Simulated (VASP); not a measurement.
A run of VASP 6.6.1 is set up as follows.

Contents of INCAR:

```
  PREC = Accurate
  ENCUT = 520
  EDIFF = 1E-6
  ISMEAR = -1
  SIGMA = 0.05
  LREAL = False
  LASPH = True
  NELM = 100
  ALGO = Fast
  ISIF = 2
  LWAVE = False
  LCHARG = False
  GGA = PE
  IVDW = 12
  NBANDS = 16
```

KPOINTS

```
regular mesh
0
Gamma
  16 16 4
```

Contents of POSCAR:

```
C
1.0
    2.4610000000      0.0000000000      0.0000000000
   -1.2305000000      2.1312885187      0.0000000000
    0.0000000000      0.0000000000      6.4396800000
C
4
Direct
    0.0000000000      0.0000000000      0.2500000000
    0.3333333333      0.6666666667      0.2500000000
    0.0000000000      0.0000000000      0.7500000000
    0.6666666667      0.3333333333      0.7500000000
```

Potentials or basis: VASP PAW PBE potentials, release 64 (C).

The run is started by

```sh
$ cat potpaw_PBE.64/C/POTCAR > POTCAR
$ mpirun -np 1 vasp_std > vasp.out
```

(1) Estimate the pressure.

(2) What does it give for the dispersion energy per atom?

Results:

(1) 2.5 GPa.

(2) -0.164 eV.
